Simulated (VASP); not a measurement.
# Initial- and final-state core-level shifts of Cu3Os2

Which atoms of Cu3Os2 bind their core electrons more tightly, and does the hole change the order?

Method: PBE; plane waves and PAW (Os, Cu), in the first sound run; inputs show where later runs differ, in VASP 6.6.1.

### Step 1. The structure

The cell holds 20 atoms: 8 Os and 12 Cu. Cell: a = 5.134 Å, b = 5.134 Å, c = 22.383 Å, α = 90.0°, β = 90.0°, γ = 60.0°. It derives from Cu. Overlayer: added Os, how one layer, both faces. Regions: layer 1, 4 atoms (4 Os); layer 2, 4 atoms (4 Cu); layer 3, 4 atoms (4 Cu); other layers, 8 atoms (4 Cu and 4 Os). Vacuum lies along c.

### Step 2. Relaxation

The free atoms are relaxed first inside the given cell, which is kept (ISIF = 0), since core levels depend on the positions.

INCAR

```
SYSTEM = Cu3Os2
PREC = Normal
ENCUT = 330
EDIFF = 1E-05
NELM = 100
ISMEAR = 0
SIGMA = 0.1
LREAL = Auto
ALGO = Fast
GGA = PE
NBANDS = 121
LASPH = .TRUE.
LWAVE = .FALSE.
LCHARG = .FALSE.
KPAR = 2
NCORE = 4
IBRION = 2
NSW = 50
ISIF = 0
EDIFFG = -0.05
```

POSCAR

```
Cu3Os2
1.0
    5.1335952314      0.0000000000      0.0000000000
    2.5667976157      4.4458238832      0.0000000000
    0.0000000000      0.0000000000     22.3831259086
Os Cu
8 12
Selective dynamics
Direct
    0.0000000000      0.0000000000      0.6872644140  T T T
    0.5000000000      0.0000000000      0.6872644140  T T T
    0.0000000000      0.5000000000      0.6872644140  T T T
    0.5000000000      0.5000000000      0.6872644140  T T T
    0.8333333330      0.3333333330      0.3127355860  T T T
    0.3333333330      0.3333333330      0.3127355860  T T T
    0.8333333330      0.8333333330      0.3127355860  T T T
    0.3333333330      0.8333333330      0.3127355860  T T T
    0.8333333330      0.3333333330      0.5936322070  T T T
    0.3333333330      0.3333333330      0.5936322070  T T T
    0.8333333330      0.8333333330      0.5936322070  T T T
    0.3333333330      0.8333333330      0.5936322070  T T T
    0.1666666670      0.1666666670      0.5000000000  F F F
    0.6666666670      0.1666666670      0.5000000000  F F F
    0.1666666670      0.6666666670      0.5000000000  F F F
    0.6666666670      0.6666666670      0.5000000000  F F F
    0.0000000000      0.0000000000      0.4063677930  T T T
    0.5000000000      0.0000000000      0.4063677930  T T T
    0.0000000000      0.5000000000      0.4063677930  T T T
    0.5000000000      0.5000000000      0.4063677930  T T T
```

KPOINTS

```
Automatic mesh
0
Gamma
4 4 1
0 0 0
```

Potentials, in the order of the species: Os and Cu (PBE family, release 64).

Run with:

```
$ mpirun -np 8 vasp_std
```

Log:

```text
[banner, memory and clock lines left out]
running    8 mpi-ranks, on    1 nodes
 distrk:  each k-point on    4 cores,    2 groups
 distr:  one band on    4 cores,    1 groups

 POSCAR found type information on POSCAR OsCu
 POSCAR found :  2 types and      20 ions
 LDA part: xc-table for (Slater+PW92), standard interpolation
 POSCAR, INCAR and KPOINTS ok, starting setup
 FFT: planning ... GRIDC
 FFT: planning ... GRID_SOFT
 FFT: planning ... GRID
 WAVECAR not read
 entering main loop
       N       E                     dE             d eps       ncg     rms          rms(c)
DAV:   1     0.179567764255E+04    0.17957E+04   -0.63125E+04   984   0.143E+03
DAV:   2     0.207441898561E+03   -0.15882E+04   -0.14937E+04   984   0.406E+02
DAV:   3    -0.958091992882E+02   -0.30325E+03   -0.27600E+03  1093   0.209E+02
DAV:   4    -0.138101652053E+03   -0.42292E+02   -0.39240E+02  1512   0.769E+01
DAV:   5    -0.140020700306E+03   -0.19190E+01   -0.18507E+01  1512   0.197E+01    0.565E+01
RMM:   6    -0.164136269545E+03   -0.24116E+02   -0.26994E+02  1090   0.110E+02    0.401E+01
RMM:   7    -0.128461408249E+03    0.35675E+02   -0.10862E+02  1021   0.700E+01    0.296E+01
RMM:   8    -0.135251477453E+03   -0.67901E+01   -0.58942E+01  1035   0.431E+01    0.211E+01
RMM:   9    -0.126062880304E+03    0.91886E+01   -0.18512E+01   971   0.315E+01    0.123E+01
RMM:  10    -0.121963970902E+03    0.40989E+01   -0.58642E+00  1046   0.138E+01    0.577E+00
RMM:  11    -0.121574699001E+03    0.38927E+00   -0.17304E+00  1109   0.479E+00    0.291E+00
RMM:  12    -0.121550031364E+03    0.24668E-01   -0.37408E-01  1039   0.285E+00    0.300E+00
RMM:  13    -0.121452430092E+03    0.97601E-01   -0.86629E-01  1120   0.413E+00    0.107E+00
RMM:  14    -0.121439284117E+03    0.13146E-01   -0.11693E-01   990   0.223E+00    0.499E-01
RMM:  15    -0.121442097427E+03   -0.28133E-02   -0.38522E-02  1172   0.663E-01    0.382E-01
RMM:  16    -0.121440959584E+03    0.11378E-02   -0.63862E-03  1128   0.313E-01    0.314E-01
RMM:  17    -0.121439829428E+03    0.11302E-02   -0.10834E-02  1036   0.626E-01    0.166E-01
RMM:  18    -0.121439590685E+03    0.23874E-03   -0.21111E-03  1018   0.291E-01    0.282E-02
RMM:  19    -0.121439814698E+03   -0.22401E-03   -0.12015E-03  1208   0.105E-01    0.594E-02
RMM:  20    -0.121439817692E+03   -0.29944E-05   -0.20397E-04   985   0.568E-02    0.253E-02
RMM:  21    -0.121439882590E+03   -0.64898E-04   -0.92103E-05   883   0.350E-02    0.173E-02
RMM:  22    -0.121439911304E+03   -0.28714E-04   -0.29657E-05   656   0.223E-02    0.672E-03
RMM:  23    -0.121439944113E+03   -0.32809E-04   -0.11732E-05   588   0.121E-02    0.814E-03
RMM:  24    -0.121439946887E+03   -0.27741E-05   -0.62913E-06   576   0.137E-02
   1 F= -.12143995E+03 E0= -.12135991E+03  d E =-.121440E+03
 curvature:   0.00 expect dE= 0.000E+00 dE for cont linesearch  0.000E+00
 trial: gam= 0.00000 g(F)=  0.488E+00 g(S)=  0.000E+00 ort = 0.000E+00 (trialstep = 0.100E+01)
 search vector abs. value=  0.488E+00
 bond charge predicted
       N       E                     dE             d eps       ncg     rms          rms(c)
DAV:   1    -0.121508556010E+03   -0.68612E-01   -0.12382E+02   972   0.311E+01    0.217E+00
RMM:   2    -0.121695590648E+03   -0.18703E+00   -0.18262E+00  1027   0.730E+00    0.138E+00
RMM:   3    -0.121765319314E+03   -0.69729E-01   -0.67094E-01  1203   0.324E+00    0.151E+00
RMM:   4    -0.121724864450E+03    0.40455E-01   -0.12612E-01  1018   0.218E+00    0.459E-01
RMM:   5    -0.121725180819E+03   -0.31637E-03   -0.40159E-02  1134   0.887E-01    0.286E-01
RMM:   6    -0.121725846236E+03   -0.66542E-03   -0.11841E-02  1035   0.579E-01    0.241E-01
RMM:   7    -0.121725311368E+03    0.53487E-03   -0.50532E-03   985   0.442E-01    0.589E-02
RMM:   8    -0.121725414130E+03   -0.10276E-03   -0.22953E-03  1210   0.176E-01    0.281E-02
RMM:   9    -0.121725432596E+03   -0.18466E-04   -0.25738E-04  1063   0.458E-02    0.121E-02
RMM:  10    -0.121725434042E+03   -0.14457E-05   -0.45243E-05   726   0.269E-02
   2 F= -.12172543E+03 E0= -.12164648E+03  d E =-.285487E+00
[...]
3 F= -.12174049E+03 E0= -.12166176E+03  d E =-.300543E+00
[...]
4 F= -.12175330E+03 E0= -.12167430E+03  d E =-.128080E-01
[...]
5 F= -.12178413E+03 E0= -.12170412E+03  d E =-.436350E-01
 curvature:  -2.95 expect dE=-0.146E-01 dE for cont linesearch -0.140E-01
 ZBRENT: increasing intervall
 opt :  10.6070  next Energy=  -121.813215 (dE=-0.727E-01)
 bond charge predicted
       N       E                     dE             d eps       ncg     rms          rms(c)
DAV:   1    -0.121602267220E+03    0.18186E+00   -0.13327E+02   970   0.324E+01    0.112E+00
RMM:   2    -0.121769525976E+03   -0.16726E+00   -0.17539E+00  1028   0.759E+00    0.141E+00
RMM:   3    -0.121812001156E+03   -0.42475E-01   -0.72495E-01  1152   0.413E+00    0.639E-01
RMM:   4    -0.121819978020E+03   -0.79769E-02   -0.17341E-01  1182   0.144E+00    0.521E-01
RMM:   5    -0.121817560836E+03    0.24172E-02   -0.13148E-02  1062   0.554E-01    0.438E-01
RMM:   6    -0.121813375478E+03    0.41854E-02   -0.13825E-02  1037   0.669E-01    0.152E-01
RMM:   7    -0.121813731927E+03   -0.35645E-03   -0.63493E-03  1180   0.334E-01    0.881E-02
RMM:   8    -0.121813514944E+03    0.21698E-03   -0.98518E-04  1082   0.122E-01    0.349E-02
RMM:   9    -0.121813522426E+03   -0.74813E-05   -0.21412E-04  1016   0.557E-02    0.233E-02
RMM:  10    -0.121813534660E+03   -0.12234E-04   -0.37083E-05   688   0.331E-02    0.153E-02
RMM:  11    -0.121813527858E+03    0.68012E-05   -0.43264E-05   734   0.268E-02
   6 F= -.12181353E+03 E0= -.12173073E+03  d E =-.730378E-01
 curvature:  -6.14 expect dE=-0.158E-02 dE for cont linesearch -0.329E-03
 trial: gam=-0.01901 g(F)=  0.258E-03 g(S)=  0.000E+00 ort = 0.846E-03 (trialstep = 0.297E+01)
 search vector abs. value=  0.230E-03
 reached required accuracy - stopping structural energy minimisation
```

Elapsed: 1.8 min, on 8 MPI ranks of Intel Xeon Platinum 8375C at 2.90GHz (Ice Lake), shared host; peak memory 1.4 GiB.

Lines that name or quote the potential files are left out of all logs, and their timing lines are given in words.

Parts of OUTCAR (step 2):

```text
ion  position               nearest neighbor table
   1  0.000  0.000  0.687-   2 2.57   2 2.57   3 2.57   4 2.57   3 2.57   4 2.57  12 2.57   9 2.57
                            11 2.57
   2  0.500  0.000  0.687-   1 2.57   1 2.57   3 2.57   4 2.57   4 2.57   3 2.57  11 2.57  10 2.57
                            12 2.57
   3  0.000  0.500  0.687-   4 2.57   4 2.57   1 2.57   2 2.57   2 2.57   1 2.57  10 2.57  11 2.57
                             9 2.57
   4  0.500  0.500  0.687-   3 2.57   3 2.57   1 2.57   2 2.57   1 2.57   2 2.57   9 2.57  12 2.57
                            10 2.57
   5  0.833  0.333  0.313-   6 2.57   6 2.57   7 2.57   8 2.57   7 2.57   8 2.57  20 2.57  17 2.57
                            19 2.57
   6  0.333  0.333  0.313-   5 2.57   5 2.57   7 2.57   8 2.57   8 2.57   7 2.57  19 2.57  18 2.57
                            20 2.57
   7  0.833  0.833  0.313-   8 2.57   8 2.57   5 2.57   6 2.57   6 2.57   5 2.57  18 2.57  19 2.57
                            17 2.57
   8  0.333  0.833  0.313-   7 2.57   7 2.57   5 2.57   6 2.57   5 2.57   6 2.57  17 2.57  20 2.57
                            18 2.57
   9  0.833  0.333  0.594-  14 2.57  10 2.57  10 2.57  11 2.57  12 2.57  11 2.57  12 2.57   4 2.57
                             1 2.57  13 2.57   3 2.57  16 2.57
  10  0.333  0.333  0.594-  13 2.57   9 2.57   9 2.57  11 2.57  12 2.57  12 2.57  11 2.57   3 2.57
                             2 2.57   4 2.57  14 2.57  15 2.57
  11  0.833  0.833  0.594-  16 2.57  12 2.57  12 2.57   9 2.57  10 2.57  10 2.57   9 2.57   2 2.57
                             3 2.57  15 2.57   1 2.57  14 2.57
  12  0.333  0.833  0.594-  15 2.57  11 2.57  11 2.57   9 2.57  10 2.57   9 2.57  10 2.57   1 2.57
                             4 2.57   2 2.57  16 2.57  13 2.57
  13  0.167  0.167  0.500-  10 2.57  14 2.57  14 2.57  15 2.57  16 2.57  15 2.57  16 2.57  18 2.57
                            19 2.57   9 2.57  17 2.57  12 2.57
  14  0.667  0.167  0.500-   9 2.57  13 2.57  13 2.57  15 2.57  16 2.57  16 2.57  15 2.57  17 2.57
                            20 2.57  18 2.57  10 2.57  11 2.57
  15  0.167  0.667  0.500-  12 2.57  16 2.57  16 2.57  13 2.57  14 2.57  14 2.57  13 2.57  20 2.57
                            17 2.57  19 2.57  11 2.57  10 2.57
  16  0.667  0.667  0.500-  11 2.57  15 2.57  15 2.57  13 2.57  14 2.57  13 2.57  14 2.57  19 2.57
                            18 2.57  12 2.57  20 2.57   9 2.57
  17  0.000  0.000  0.406-  18 2.57  18 2.57  19 2.57  20 2.57  19 2.57  20 2.57   8 2.57  14 2.57
                             5 2.57  15 2.57   7 2.57  13 2.57
  18  0.500  0.000  0.406-  17 2.57  17 2.57  19 2.57  20 2.57  20 2.57  19 2.57   7 2.57  13 2.57
                             6 2.57  16 2.57  14 2.57   8 2.57
  19  0.000  0.500  0.406-  20 2.57  20 2.57  17 2.57  18 2.57  18 2.57  17 2.57   6 2.57  16 2.57
                            13 2.57   7 2.57  15 2.57   5 2.57
  20  0.500  0.500  0.406-  19 2.57  19 2.57  17 2.57  18 2.57  17 2.57  18 2.57   5 2.57  15 2.57
                            14 2.57   8 2.57   6 2.57  16 2.57

  LATTYP: Found a hexagonal cell.
 ALAT       =     5.1335952315
 C/A-ratio  =     4.3601267532

 Subroutine GETGRP returns: Found 12 space group operations
 (whereof  6 operations were pure point group operations)

The static configuration has the point symmetry C_3v.
 The point group associated with its full space group is D_3d.

 Found      4 irreducible k-points:

   k-points           NKPTS =      4   k-points in BZ     NKDIM =      4   number of bands    NBANDS=    121

   dimension x,y,z NGX =    24 NGY =   24 NGZ =  100
   dimension x,y,z NGXF=    48 NGYF=   48 NGZF=  200

   ENCUT  =  330.0 eV  24.25 Ry    4.92 a.u.   7.60  7.60 33.15*2*pi/ulx,y,z

   NELECT =     196.0000    total number of electrons

 k-points in reciprocal lattice and weights: Automatic mesh
   0.00000000  0.00000000  0.00000000       0.062
   0.25000000  0.00000000  0.00000000       0.375
   0.50000000  0.00000000  0.00000000       0.188
   0.50000000  0.25000000  0.00000000       0.375

 average (electrostatic) potential at core
       1 -51.0909       2 -51.0909       3 -51.0909       4 -51.0909       5 -51.0909
       6 -51.0909       7 -51.0909       8 -51.0909       9 -70.0467      10 -70.0467
      11 -70.0467      12 -70.0467      13 -69.9326      14 -69.9326      15 -69.9326
      16 -69.9326      17 -70.0467      18 -70.0467      19 -70.0467      20 -70.0467

 E-fermi :   1.2804

 k-point     1 :       0.0000    0.0000    0.0000
  band No.  band energies     occupation
    ...
     86       0.4529      2.00000
     87       0.6390      2.00000
     88       0.6391      2.00000
     89       0.6391      2.00000
     90       1.0207      1.99976
     91       1.6718      0.00000
     92       1.6718      0.00000
     93       1.6718      0.00000
     94       1.6854      0.00000
     95       1.6854      0.00000
    ...

 k-point     2 :       0.2500    0.0000    0.0000
  band No.  band energies     occupation
    ...
     96       1.2171      1.62946
     97       1.2171      1.62941
     98       1.2680      1.13906
     99       1.2680      1.13895
    100       1.3267      0.51248
    101       1.4468      0.01865
    102       1.8336      0.00000
    103       1.8425      0.00000
    104       1.9247      0.00000
    105       1.9247      0.00000
    ...

 k-point     3 :       0.5000    0.0000    0.0000
  band No.  band energies     occupation
    ...
     94       0.3089      2.00000
     95       0.6453      2.00000
     96       0.6453      2.00000
     97       0.7061      2.00000
     98       0.7061      2.00000
     99       1.3693      0.20902
    100       1.3693      0.20902
    101       1.5315      0.00038
    102       1.5315      0.00038
    103       1.5325      0.00036
    ...

  energy-cutoff  :      330.00
  volume of cell :      510.85
      direct lattice vectors                 reciprocal lattice vectors
     5.133595231  0.000000000  0.000000000     0.194795257 -0.112465094  0.000000000
     2.566797616  4.445823883  0.000000000     0.000000000  0.224930188  0.000000000
     0.000000000  0.000000000 22.383125909     0.000000000  0.000000000  0.044676512

 POSITION                                       TOTAL-FORCE (eV/Angst)
 -----------------------------------------------------------------------------------
      5.13360      0.00000     15.50939        -0.000000      0.000000      0.023959
      5.13360      4.44582     15.50939         0.000000      0.000000      0.023959
      1.28340      2.22291     15.50939         0.000000     -0.000000      0.023959
      3.85020      2.22291     15.50939         0.000000      0.000000      0.023959
      5.13360      1.48194      6.87373        -0.000000      0.000000     -0.023959
      2.56680      1.48194      6.87373        -0.000000     -0.000000     -0.023959
      6.41699      3.70485      6.87373        -0.000000     -0.000000     -0.023959
      3.85020      3.70485      6.87373        -0.000000      0.000000     -0.023959
      5.13360      1.48194     13.30436        -0.000000     -0.000000     -0.009676
      2.56680      1.48194     13.30436        -0.000000      0.000000     -0.009676
      6.41699      3.70485     13.30436         0.000000     -0.000000     -0.009676
      3.85020      3.70485     13.30436        -0.000000     -0.000000     -0.009676
      1.28340      0.74097     11.19156        -0.000000      0.000000     -0.000000
      3.85020      0.74097     11.19156        -0.000000      0.000000     -0.000000
      2.56680      2.96388     11.19156        -0.000000      0.000000     -0.000000
      5.13360      2.96388     11.19156        -0.000000      0.000000     -0.000000
      0.00000      0.00000      9.07876        -0.000000      0.000000      0.009676
      2.56680      0.00000      9.07876         0.000000      0.000000      0.009676
      1.28340      2.22291      9.07876         0.000000      0.000000      0.009676
      3.85020      2.22291      9.07876         0.000000     -0.000000      0.009676
 -----------------------------------------------------------------------------------
    total drift:                                0.000000      0.000000      0.000001

  FREE ENERGIE OF THE ION-ELECTRON SYSTEM (eV)
  ---------------------------------------------------
  free  energy   TOTEN  =      -121.8135278584 eV

  energy  without entropy=     -121.6479275846  energy(sigma->0) =     -121.73072772

 reached required accuracy - stopping structural energy minimisation

[... 1 further part left out ...]
```

CONTCAR:

```
Cu3Os2
   1.00000000000000
     5.1335952314000002    0.0000000000000000    0.0000000000000000
     2.5667976157000001    4.4458238832000001    0.0000000000000000
     0.0000000000000000    0.0000000000000000   22.3831259086000003
  Os              Cu
     8    12
Selective dynamics
Direct
     1.0000000000000000    0.0000000000000000    0.6929055322657585   T   T   T
     0.5000000000000000    1.0000000000000000    0.6929055322657585   T   T   T
     0.0000000000000000    0.5000000000000000    0.6929055322657585   T   T   T
     0.5000000000000000    0.5000000000000000    0.6929055322657585   T   T   T
     0.8333333329999988    0.3333333329999988    0.3070944677342416   T   T   T
     0.3333333329999988    0.3333333329999988    0.3070944677342416   T   T   T
     0.8333333329999988    0.8333333329999988    0.3070944677342416   T   T   T
     0.3333333329999988    0.8333333329999988    0.3070944677342416   T   T   T
     0.8333333329999988    0.3333333329999988    0.5943925809621802   T   T   T
     0.3333333329999988    0.3333333329999988    0.5943925809621802   T   T   T
     0.8333333329999988    0.8333333329999988    0.5943925809621802   T   T   T
     0.3333333329999988    0.8333333329999988    0.5943925809621802   T   T   T
     0.1666666670000012    0.1666666670000012    0.5000000000000000   F   F   F
     0.6666666670000012    0.1666666670000012    0.5000000000000000   F   F   F
     0.1666666670000012    0.6666666670000012    0.5000000000000000   F   F   F
     0.6666666670000012    0.6666666670000012    0.5000000000000000   F   F   F
     0.0000000000000000    0.0000000000000000    0.4056074190378199   T   T   T
     0.5000000000000000    0.0000000000000000    0.4056074190378199   T   T   T
     0.0000000000000000    0.5000000000000000    0.4056074190378199   T   T   T
     0.5000000000000000    0.5000000000000000    0.4056074190378199   T   T   T
```

The run keeps the 12 symmetry operations of its start, so it cannot find a distortion of lower symmetry.

Step by step:

| step | energy less that of the first step (eV) | largest force (eV/Å) |
| --- | --- | --- |
| 1 | 0.0000 | 0.8631 |
| 2 | -0.2855 | 0.2662 |
| 3 | -0.3005 | 0.1448 |
| 4 | -0.3134 | 0.1239 |
| 5 | -0.3442 | 0.0898 |
| 6 | -0.3736 | 0.0240 |

The atoms that moved most (Å):

| atom | dx | dy | dz | length |
| --- | --- | --- | --- | --- |
| Os5 | 0.000 | 0.000 | -0.126 | 0.126 |
| Os6 | 0.000 | 0.000 | -0.126 | 0.126 |
| Os7 | 0.000 | 0.000 | -0.126 | 0.126 |
| Os8 | 0.000 | 0.000 | -0.126 | 0.126 |
| Os1 | 0.000 | 0.000 | 0.126 | 0.126 |
| Os2 | 0.000 | 0.000 | 0.126 | 0.126 |
| Os3 | 0.000 | 0.000 | 0.126 | 0.126 |
| Os4 | 0.000 | 0.000 | 0.126 | 0.126 |

The relaxed structure:

```cif
data_structure
_symmetry_space_group_name_H-M 'P 1'
_symmetry_Int_Tables_number 1
_cell_length_a 5.1336
_cell_length_b 5.1336
_cell_length_c 22.3831
_cell_angle_alpha 90.000
_cell_angle_beta 90.000
_cell_angle_gamma 60.000
_cell_volume 510.85
loop_
_atom_site_label
_atom_site_type_symbol
_atom_site_fract_x
_atom_site_fract_y
_atom_site_fract_z
_atom_site_occupancy
Os1 Os 0.00000 0.00000 0.69291 1
Os2 Os 0.50000 0.00000 0.69291 1
Os3 Os 0.00000 0.50000 0.69291 1
Os4 Os 0.50000 0.50000 0.69291 1
Os5 Os 0.83333 0.33333 0.30709 1
Os6 Os 0.33333 0.33333 0.30709 1
Os7 Os 0.83333 0.83333 0.30709 1
Os8 Os 0.33333 0.83333 0.30709 1
Cu9 Cu 0.83333 0.33333 0.59439 1
Cu10 Cu 0.33333 0.33333 0.59439 1
Cu11 Cu 0.83333 0.83333 0.59439 1
Cu12 Cu 0.33333 0.83333 0.59439 1
Cu13 Cu 0.16667 0.16667 0.50000 1
Cu14 Cu 0.66667 0.16667 0.50000 1
Cu15 Cu 0.16667 0.66667 0.50000 1
Cu16 Cu 0.66667 0.66667 0.50000 1
Cu17 Cu 0.00000 0.00000 0.40561 1
Cu18 Cu 0.50000 0.00000 0.40561 1
Cu19 Cu 0.00000 0.50000 0.40561 1
Cu20 Cu 0.50000 0.50000 0.40561 1
```

This step gave:

| Property | Result |
| --- | --- |
| free energy (TOTEN) | -121.8135 eV |
| energy at zero smearing | -121.7307 eV |
| Fermi energy | 1.280 eV |

The forces on the free atoms are under 0.05 eV/Å.

(Continued in part 2 of 4.)

[Lines on the potential files, build, host, timing and source positions are cut from VASP's logs without a mark.]

[Logs are printed without paths, hosts, clocks, repeated set-up lines and the standing remarks that a program may print on its own settings, such as how far it seeks lower states.]

[Hosts, paths, dates, database ids (printed as entryN), source tags and the programs' standing remarks are cut or masked in the printed files.]
